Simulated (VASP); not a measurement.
```yaml
crystal:
  lattice:
    - [0.00000, 2.62927, 2.62927]
    - [2.65582, 0.00000, 2.62927]
    - [2.65582, 2.62927, 0.00000]
  atoms:
    - { symbol: Co, position: [0.00000, 0.00000, 0.00000] }
    - { symbol: Si, position: [0.25000, 0.25000, 0.25000] }
    - { symbol: Si, position: [0.75000, 0.75000, 0.75000] }
```

Method: r2SCAN meta-GGA, VASP's PBE PAW potentials (set 64) (plane waves; VASP). Numerical set-up: 480 eV cut-off, 10×10×10 Γ-centred mesh, first-order Methfessel-Paxton smearing of 0.10 eV, potentials Co Si.

Task: Give the stress tensor in GPa (positive for a compressed cell).

Result: 
```
3.71  0.00  0.00
0.00  4.84  0.00
0.00  0.00  4.84
```
The pressure is its mean diagonal, 4.46 GPa.

The compound is CoSi2 in the fluorite structure. This cell was strained or had an atom moved on purpose. The run is not spin-polarised, so no magnetic state was tried. The electron count is odd and the run is not spin-polarised, which forces a metal.
